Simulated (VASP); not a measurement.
Given:

```xyz
1
Lattice="0.0000 2.7382 2.7382 2.7382 0.0000 2.7382 2.7382 2.7382 0.0000" Properties=species:S:1:pos:R:3 pbc="T T T"
Ca     0.0000     0.0000     0.0000
```

All values below come from vdW-DF-cx, VASP's PBE PAW potentials (set 64) (plane waves; VASP). Settings: 520 eV cut-off, Gaussian smearing of 0.050 eV, potentials Ca_sv.

Question: Predict the band gap (along the path) with the smallest direct gap where there is one.

Answer: 
```yaml
band gap (along the path): none (metal, semimetal or under 0.01 eV)
```

Only differences to runs with the same potentials and settings are physical.

The compound is Ca in the fcc structure. It was relaxed first, which changed the volume by -5 %.
